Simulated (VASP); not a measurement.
# Cu: Cu into a neighbouring Cu vacancy, part 3 of 4

Wanted: the minimum-energy path in Cu for this move: Cu into a neighbouring Cu vacancy.

VASP 6.6.1; PBEsol; plane waves and PAW (Cu).

So far. Step 2 (Relax the host): The run ended after 3 ionic steps, 0.008 eV below its first step, once forces and stress met EDIFFG = -0.02. Step 3 (Relax the start): The run ended after 8 ionic steps, 0.160 eV below its first step, once the forces on the free atoms met EDIFFG = -0.05.

## (4) Relax the end

The end state is relaxed in the same way, so that both ends share their errors.

File INCAR:

```
SYSTEM = Cu
PREC = Normal
ENCUT = 300
EDIFF = 1E-05
NELM = 120
ISMEAR = 1
SIGMA = 0.15
LREAL = Auto
ALGO = Fast
GGA = PS
NBANDS = 198
LASPH = .TRUE.
LORBIT = 11
LWAVE = .FALSE.
LCHARG = .FALSE.
KPAR = 6
IBRION = 2
NSW = 60
ISIF = 2
EDIFFG = -0.05
POTIM = 0.4
MAXMIX = 40
ISYM = 0
```

File POSCAR:

```
Cu
1.0
    7.1271071740      0.0000000000      0.0000000000
    0.0000000000      7.1271071740      0.0000000000
    0.0000000000      0.0000000000      7.1271071740
Cu
31
Direct
    0.4992736238      0.0029626124     -0.0063163194
    0.7496109071      0.0000926045      0.2460002034
    0.0009339374     -0.0018276167      0.0024201819
    0.2496475650      0.2518777695      0.0034203038
    0.5010745723      0.4975425622     -0.0042494622
    0.7549203248      0.7496876932     -0.0019322424
    0.2504048125     -0.0005371361      0.2523912711
    0.5000952088      0.2500385839      0.2479947552
    0.7513176962      0.4970987760      0.2518686107
    0.5042764546     -0.0042785551      0.4930792980
    0.7517310775      0.2571498793      0.4971912171
    0.7464903130      0.0016527573      0.7476407775
   -0.0014200025      0.4990231171      0.0014928977
    0.2488626455      0.7507797914     -0.0004953854
   -0.0023703056      0.2491025075      0.2473330002
    0.2500182823      0.4968462205      0.2469331333
    0.5040885082      0.7498507551      0.2498487408
    0.0014354672     -0.0011810037      0.4993586869
    0.2511930471      0.2507925118      0.4967467959
    0.5023385157      0.4983431288      0.4970364443
    0.7474730980      0.7489040565      0.5045665098
    0.2467012257      0.0004492030      0.7440008637
    0.4999956029      0.2525243522      0.7493358783
    0.7482339120      0.5006496635      0.7519647572
    0.0018623477      0.7555351317      0.2505869632
   -0.0016624139      0.4996464788      0.4997965555
    0.2503051375      0.7499157363      0.5004881811
   -0.0046887188      0.2523280945      0.7483871738
    0.2467078966      0.5017896494      0.7536966639
    0.5013835295      0.7504522433      0.7473840149
    0.0080581567      0.7524701709      0.7468029254
```

File KPOINTS:

```
Automatic mesh
0
Monkhorst-Pack
3 3 3
0 0 0
```

The projector-augmented-wave data sets are Cu (PBE family, release 64).

On the command line:

```
mpirun -np 6 vasp_std
```

The log of the run:

```text
[... set-up lines as in an earlier step ...]
 entering main loop
       N       E                     dE             d eps       ncg     rms          rms(c)
DAV:   1     0.306644322864E+04    0.30664E+04   -0.94664E+04  5552   0.201E+03
DAV:   2     0.352706735117E+03   -0.27137E+04   -0.26463E+04  5544   0.496E+02
DAV:   3    -0.135560821904E+03   -0.48827E+03   -0.44933E+03  5544   0.243E+02
DAV:   4    -0.164909799688E+03   -0.29349E+02   -0.28383E+02  5904   0.841E+01
DAV:   5    -0.165583438721E+03   -0.67364E+00   -0.67078E+00  6272   0.143E+01    0.467E+01
RMM:   6    -0.142186667895E+03    0.23397E+02   -0.36572E+02  5557   0.112E+02    0.230E+01
RMM:   7    -0.131872013236E+03    0.10315E+02   -0.74335E+01  5553   0.545E+01    0.389E+00
RMM:   8    -0.132022146115E+03   -0.15013E+00   -0.43377E+00  5623   0.639E+00    0.249E+00
RMM:   9    -0.131985817151E+03    0.36329E-01   -0.97718E-01  5641   0.448E+00    0.532E-01
RMM:  10    -0.131999835945E+03   -0.14019E-01   -0.29453E-01  6196   0.212E+00    0.291E-01
RMM:  11    -0.132002842832E+03   -0.30069E-02   -0.57656E-02  5963   0.727E-01    0.252E-01
RMM:  12    -0.132002664603E+03    0.17823E-03   -0.11352E-02  5822   0.433E-01    0.169E-01
RMM:  13    -0.132002627807E+03    0.36796E-04   -0.55967E-03  6806   0.201E-01    0.717E-02
RMM:  14    -0.132002641739E+03   -0.13932E-04   -0.65866E-04  5725   0.936E-02    0.325E-02
RMM:  15    -0.132002661147E+03   -0.19408E-04   -0.33005E-04  6066   0.569E-02    0.154E-02
RMM:  16    -0.132002658806E+03    0.23403E-05   -0.41842E-05  4048   0.314E-02
   1 F= -.13200266E+03 E0= -.13198759E+03  d E =-.132003E+03
 curvature:   0.00 expect dE= 0.000E+00 dE for cont linesearch  0.000E+00
 trial: gam= 0.00000 g(F)=  0.124E+00 g(S)=  0.000E+00 ort = 0.000E+00 (trialstep = 0.100E+01)
 search vector abs. value=  0.124E+00
 bond charge predicted
       N       E                     dE             d eps       ncg     rms          rms(c)
DAV:   1    -0.132051215534E+03   -0.48554E-01   -0.27646E+01  5872   0.130E+01    0.391E-01
RMM:   2    -0.132083931517E+03   -0.32716E-01   -0.36391E-01  5552   0.329E+00    0.383E-01
RMM:   3    -0.132100550656E+03   -0.16619E-01   -0.19095E-01  7797   0.149E+00    0.312E-01
RMM:   4    -0.132100163138E+03    0.38752E-03   -0.77272E-03  5821   0.371E-01    0.289E-01
RMM:   5    -0.132098674504E+03    0.14886E-02   -0.85277E-03  5720   0.376E-01    0.115E-01
RMM:   6    -0.132098706552E+03   -0.32048E-04   -0.26807E-03  5591   0.225E-01    0.955E-02
RMM:   7    -0.132098485965E+03    0.22059E-03   -0.52437E-04  5666   0.109E-01    0.530E-02
RMM:   8    -0.132098354220E+03    0.13175E-03   -0.53757E-04  5769   0.961E-02    0.225E-02
RMM:   9    -0.132098399424E+03   -0.45205E-04   -0.30511E-04  6017   0.462E-02    0.323E-02
RMM:  10    -0.132098355187E+03    0.44237E-04   -0.77856E-05  5333   0.468E-02    0.113E-02
RMM:  11    -0.132098353771E+03    0.14161E-05   -0.34405E-05  4058   0.168E-02
   2 F= -.13209835E+03 E0= -.13208328E+03  d E =-.956950E-01
[...]
3 F= -.13213840E+03 E0= -.13212344E+03  d E =-.135739E+00
[...]
4 F= -.13213953E+03 E0= -.13212460E+03  d E =-.136868E+00
[...]
5 F= -.13215115E+03 E0= -.13213636E+03  d E =-.116274E-01
[...]
6 F= -.13215698E+03 E0= -.13214240E+03  d E =-.174565E-01
[...]
7 F= -.13215707E+03 E0= -.13214250E+03  d E =-.175407E-01
 curvature:  -1.63 expect dE=-0.332E-02 dE for cont linesearch -0.115E-04
 trial: gam= 0.20426 g(F)=  0.204E-02 g(S)=  0.000E+00 ort =-0.302E-03 (trialstep = 0.159E+01)
 search vector abs. value=  0.245E-02
 bond charge predicted
       N       E                     dE             d eps       ncg     rms          rms(c)
DAV:   1    -0.132157614545E+03   -0.54856E-03   -0.13541E+00  5762   0.285E+00    0.779E-02
RMM:   2    -0.132158985648E+03   -0.13711E-02   -0.14509E-02  5548   0.663E-01    0.667E-02
RMM:   3    -0.132159857277E+03   -0.87163E-03   -0.75493E-03  7692   0.295E-01    0.152E-01
RMM:   4    -0.132159659097E+03    0.19818E-03   -0.49284E-04  5587   0.104E-01    0.795E-02
RMM:   5    -0.132159607715E+03    0.51383E-04   -0.49975E-04  7137   0.639E-02    0.499E-02
RMM:   6    -0.132159656490E+03   -0.48776E-04   -0.74126E-05  5147   0.400E-02    0.692E-02
RMM:   7    -0.132159675208E+03   -0.18718E-04   -0.55491E-04  7963   0.901E-02    0.596E-02
RMM:   8    -0.132159653925E+03    0.21283E-04   -0.19193E-04  6570   0.483E-02    0.769E-02
RMM:   9    -0.132159572557E+03    0.81368E-04   -0.70857E-05  5235   0.372E-02    0.339E-02
RMM:  10    -0.132159556775E+03    0.15783E-04   -0.47861E-05  4602   0.201E-02    0.227E-02
RMM:  11    -0.132159549562E+03    0.72124E-05   -0.22691E-05  3124   0.169E-02
   8 F= -.13215955E+03 E0= -.13214502E+03  d E =-.248175E-02
 trial-energy change:   -0.002482  1 .order   -0.002471   -0.003138   -0.001805
 step:   3.7413(harm=  3.7413)  dis= 0.00960  next Energy=  -132.160762 (dE=-0.369E-02)
 reached required accuracy - stopping structural energy minimisation
```

The job ended after 4 min (6 MPI ranks of Intel Xeon 6975P-C (Granite Rapids), shared host; peak memory 2.4 GiB).

Parts of OUTCAR (step 4):

```text
 Found     14 irreducible k-points:

   NELECT =     341.0000    total number of electrons

 E-fermi :   7.5691

 k-point     1 :       0.0000    0.0000    0.0000
  band No.  band energies     occupation
    ...
    173       7.2943      2.02644
    174       7.2947      2.02665
    175       7.4361      2.01796
    176       7.4379      2.01349
    177       7.4387      2.01145
    178       7.6451      0.25240
    179       9.2411     -0.00000
    180       9.2416     -0.00000
    181       9.2429     -0.00000
    182      11.4956      0.00000
    ...

 k-point     2 :       0.3333    0.0000    0.0000
  band No.  band energies     occupation
    ...
    170       7.0315      2.00000
    171       7.1417      2.00042
    172       7.2836      2.02160
    173       7.3462      2.05655
    174       7.3469      2.05693
    175       7.6359      0.32308
    176       8.9080     -0.00000
    177       8.9093     -0.00000
    178       8.9122     -0.00000
    179       9.2247     -0.00000
    ...

  Total       -8.4705330     -8.4602822     -8.4712451     -0.0011265     -0.0003850      0.0217062
  in kB      -37.4870661    -37.4417005    -37.4902174     -0.0049855     -0.0017039      0.0960628
  external PRESSURE =     -37.4729947 kB  Pullay stress =       0.0000000 kB

 POSITION                                       TOTAL-FORCE (eV/Angst)
 -----------------------------------------------------------------------------------
      3.58412      0.02508      7.11353        -0.000866      0.009438      0.013425
      5.34503      0.02110      1.74506         0.011691      0.017905      0.032119
      7.11182      0.02228      7.11665        -0.007221      0.006177      0.021554
      1.77942      1.78047      7.12065         0.021057     -0.001795     -0.000472
      3.58919      3.53937      7.11927         0.000216      0.016580     -0.012848
      5.35066      5.35307      7.11334        -0.008248     -0.038943      0.009708
      1.78947      0.00755      1.77163        -0.016426      0.014321     -0.021040
      3.59169      1.78430      1.74665        -0.013988     -0.005823      0.027218
      5.34891      3.54612      1.75299         0.004666     -0.005194     -0.001272
      3.57896      0.00857      3.55269        -0.007337      0.011845      0.002914
      5.34450      1.78724      3.55453         0.013506     -0.013963     -0.001666
      5.34511      0.02691      5.36134         0.003214     -0.001897     -0.010798
      7.10553      3.54532      7.12561        -0.004602      0.005431     -0.019227
      1.78373      5.35081      7.12289         0.000585     -0.007158     -0.010543
      7.10345      1.77964      1.75243         0.001943      0.008411     -0.010438
      1.78269      3.55596      1.76210         0.008317      0.008382      0.011222
      3.58223      5.34295      1.75934        -0.032263      0.012780      0.023379
      7.11586      0.01346      3.55545         0.006273     -0.014790      0.004585
      1.77947      1.78714      3.55102         0.022895     -0.010580      0.006707
      3.57221      3.55701      3.55572        -0.002469      0.001959     -0.005179
      5.34721      5.34337      3.56192        -0.000016      0.017440     -0.006738
      1.78390      0.01579      5.33533        -0.003233     -0.012351      0.027974
      3.58344      1.78717      5.35331         0.009404     -0.014340      0.023249
      5.34785      3.54372      5.36276        -0.001991      0.008901     -0.005332
      7.12042      5.35019      1.77277        -0.000341     -0.004423     -0.024796
      7.12361      3.55619      3.55802        -0.012808      0.009974     -0.006848
      1.79156      5.34427      3.55350        -0.032809      0.003455      0.002531
      7.10074      1.78586      5.36513         0.014166     -0.011052     -0.018068
      1.77862      3.55362      5.35329         0.017026      0.015552     -0.025583
      3.56691      5.34690      5.34836         0.026292     -0.009101     -0.004401
      0.00048      5.35107      5.34669        -0.016634     -0.017142     -0.021336
 -----------------------------------------------------------------------------------
    total drift:                                0.027008      0.029239     -0.090519

  FREE ENERGIE OF THE ION-ELECTRON SYSTEM (eV)
  ---------------------------------------------------
  free  energy   TOTEN  =      -132.1595495621 eV

  energy  without entropy=     -132.1159505552  energy(sigma->0) =     -132.14501656

 total charge
# of ion       s       p       d       tot
------------------------------------------
    1        0.467   0.392   9.174  10.033
    2        0.467   0.391   9.174  10.032
    3        0.468   0.392   9.174  10.034
    4        0.474   0.424   9.167  10.065
    5        0.467   0.391   9.174  10.032
    6        0.474   0.424   9.167  10.065
    7        0.461   0.409   9.172  10.042
    8        0.467   0.391   9.174  10.032
    9        0.467   0.392   9.174  10.034
   10        0.461   0.409   9.172  10.042
   11        0.474   0.424   9.167  10.065
   12        0.467   0.391   9.174  10.032
   13        0.467   0.392   9.174  10.033
   14        0.465   0.397   9.181  10.043
   15        0.467   0.391   9.174  10.032
   16        0.461   0.410   9.172  10.042
   17        0.461   0.410   9.172  10.043
   18        0.461   0.409   9.172  10.041
   19        0.465   0.397   9.181  10.044
   20        0.461   0.410   9.172  10.042
   21        0.465   0.396   9.181  10.043
   22        0.461   0.410   9.172  10.042
   23        0.467   0.392   9.174  10.033
   24        0.467   0.391   9.174  10.032
   25        0.461   0.409   9.172  10.042
   26        0.461   0.409   9.172  10.042
   27        0.457   0.402   9.181  10.040
   28        0.467   0.391   9.174  10.033
   29        0.461   0.410   9.172  10.042
   30        0.461   0.409   9.172  10.042
   31        0.461   0.409   9.172  10.042
--------------------------------------------------
tot         14.409  12.476 284.375 311.260

[... 6 parts as in an earlier step ...]

[... 6 further parts left out ...]
```

Step by step:

| step | energy less that of the first step (eV) | largest force (eV/Å) |
| --- | --- | --- |
| 1 | 0.0000 | 0.5815 |
| 2 | -0.0957 | 0.3215 |
| 3 | -0.1357 | 0.1641 |
| 4 | -0.1369 | 0.1610 |
| 5 | -0.1485 | 0.1068 |
| 6 | -0.1543 | 0.0644 |
| 7 | -0.1544 | 0.0750 |
| 8 | -0.1569 | 0.0418 |

The atoms that moved most (Å):

| atom | dx | dy | dz | length |
| --- | --- | --- | --- | --- |
| Cu31 | -0.057 | -0.012 | 0.024 | 0.063 |
| Cu10 | -0.015 | 0.039 | 0.038 | 0.057 |
| Cu3 | -0.022 | 0.035 | -0.028 | 0.050 |
| Cu11 | -0.013 | -0.045 | 0.011 | 0.049 |
| Cu12 | 0.025 | 0.015 | 0.033 | 0.044 |
| Cu22 | 0.026 | 0.013 | 0.033 | 0.043 |
| Cu9 | -0.006 | 0.003 | -0.042 | 0.043 |
| Cu25 | -0.020 | -0.035 | -0.013 | 0.042 |

Final coordinates:

```xyz
31
Lattice="7.1271 0.0000 0.0000 0.0000 7.1271 0.0000 0.0000 0.0000 7.1271" Properties=species:S:1:pos:R:3 pbc="T T T"
Cu    3.5841    0.0251   -0.0136
Cu    5.3450    0.0211    1.7451
Cu   -0.0153    0.0223   -0.0105
Cu    1.7794    1.7805   -0.0065
Cu    3.5892    3.5394   -0.0078
Cu    5.3507    5.3531   -0.0138
Cu    1.7895    0.0076    1.7716
Cu    3.5917    1.7843    1.7467
Cu    5.3489    3.5461    1.7530
Cu    3.5790    0.0086    3.5527
Cu    5.3445    1.7872    3.5545
Cu    5.3451    0.0269    5.3613
Cu   -0.0216    3.5453   -0.0015
Cu    1.7837    5.3508   -0.0042
Cu   -0.0237    1.7796    1.7524
Cu    1.7827    3.5560    1.7621
Cu    3.5822    5.3429    1.7593
Cu   -0.0112    0.0135    3.5555
Cu    1.7795    1.7871    3.5510
Cu    3.5722    3.5570    3.5557
Cu    5.3472    5.3434    3.5619
Cu    1.7839    0.0158    5.3353
Cu    3.5834    1.7872    5.3533
Cu    5.3478    3.5437    5.3628
Cu   -0.0067    5.3502    1.7728
Cu   -0.0035    3.5562    3.5580
Cu    1.7916    5.3443    3.5535
Cu   -0.0264    1.7859    5.3651
Cu    1.7786    3.5536    5.3533
Cu    3.5669    5.3469    5.3484
Cu    0.0005    5.3511    5.3467
```

This step gave:

```yaml
electronic_cycles: 80
free_energy_toten: -132.1595 eV
energy_at_zero_smearing: -132.1450 eV
```

The run ended after 8 ionic steps, 0.157 eV below its first step, once the forces on the free atoms met EDIFFG = -0.05.

[end of part 3 of 4]

[Lines on the potential files, build, host, timing and source positions are cut from VASP's logs without a mark.]

[Logs are printed without paths, hosts, clocks, repeated set-up lines and the standing remarks that a program may print on its own settings, such as how far it seeks lower states.]

[Hosts, paths, dates, database ids (printed as entryN), source tags and the programs' standing remarks are cut or masked in the printed files.]

[Runs that stopped without an error message from VASP are left out.]
